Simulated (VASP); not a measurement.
A run of VASP 6.6.1:

Contents of INCAR:

```
SYSTEM = Nb2W
PREC = Accurate ; ENCUT = 520
EDIFF = 1E-7 ; ISMEAR = 0
SIGMA = 0.1 ; LREAL = .False.
LASPH = .True. ; NELM = 100
ALGO = Fast ; ISIF = 2
LWAVE = .False. ; LCHARG = .False.
GGA = PE ; NBANDS = 49
```

KPOINTS

```
Automatic mesh
0
Gamma
  12 12 4
  0 0 0
```

Contents of POSCAR:

```
Nb2W
1.0
    3.0839304095      0.0000000000      0.0000000000
   -1.5419652048      2.6707620781      0.0000000000
    0.0000000000      0.0000000000     13.1407083380
Nb W
4 2
Direct
    0.3333333333      0.6666666667      0.5905982989
    0.6666666667      0.3333333333      0.0905982989
    0.3333333333      0.6666666667      0.9094017011
    0.6666666667      0.3333333333      0.4094017011
    0.3333333333      0.6666666667      0.2500000000
    0.6666666667      0.3333333333      0.7500000000
```

Potentials or basis: VASP PAW PBE potentials, release 64 (Nb_sv, W_sv).

Launch:

```console
$ cat potpaw_PBE.64/Nb_sv/POTCAR potpaw_PBE.64/W_sv/POTCAR > POTCAR
$ mpirun -np 1 vasp_std > vasp.out
```

Hardware: 1 thread of AMD EPYC 7R13 Processor (Zen 3) (shared host).

Task: How long does it take, and how much memory?

Result: Wall time 19 min on 1 thread of AMD EPYC 7R13 Processor (Zen 3), on a shared host, peak memory 0.35 GiB. Counts: scf iterations 50, k points 57.
